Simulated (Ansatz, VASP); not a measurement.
Code comparison for BiSb (P1, 2 atoms in the cell)

Self-consistent single point.

```xyz
2
Lattice="2.2263 1.2854 3.9752 -2.2263 1.2854 3.9752 0.0000 -2.5707 3.9752" Properties=species:S:1:pos:R:3 pbc="T T T"
Sb    -0.1103     0.0001     9.2434
Bi     0.1103    -0.0001     2.6819
```

Shared settings, as Ansatz (an electronic-structure program) writes them: kpoints.mp_grid.grid = 6 6 6; magnetization.spin_orbit = true; scf.occupations.method = gaussian; scf.occupations.width = 0.272 eV. Potentials and cutoffs stand in the table.

```json
[
 {"code": "VASP", "model": "LDA (PZ), spin-orbit coupling, VASP's LDA PAW potentials (set 64)", "pressure (GPa)": "0.61", "largest force (eV/Å)": "1.497", "cutoff": "300 eV"},
 {"code": "Ansatz", "model": "LDA (PW92) with spin-orbit coupling, PAW files made with PBE", "pressure (GPa)": "0.68", "largest force (eV/Å)": "1.426", "cutoff": "default"}
]
```

No clean gap comes from VASP and Ansatz: levels at the Fermi energy touch, overlap or are partly filled at this smearing.

The spread over the programs that give each value: pressure within 0.07 GPa; largest force within 0.071 eV/Å.

Ansatz's pressure is given at a fixed set of plane waves, as the other plane-wave codes print theirs; with its correction for the finite basis it is 0.73 GPa. The same LDA comes in different parametrisations, which differ slightly.

VASP's run is marked for a possible Pulay error in its stress at this cutoff; no cutoff test was made.

The starting cell comes from a database of computed structures (which also holds hypothetical and non-ambient phases and stackings), without a prior relaxation at this level. Its atoms were displaced at random from the sites of space group no. 160.

Left out of this page: Elk (with a known weakness of the program).

Keys are those of Ansatz 0.2.
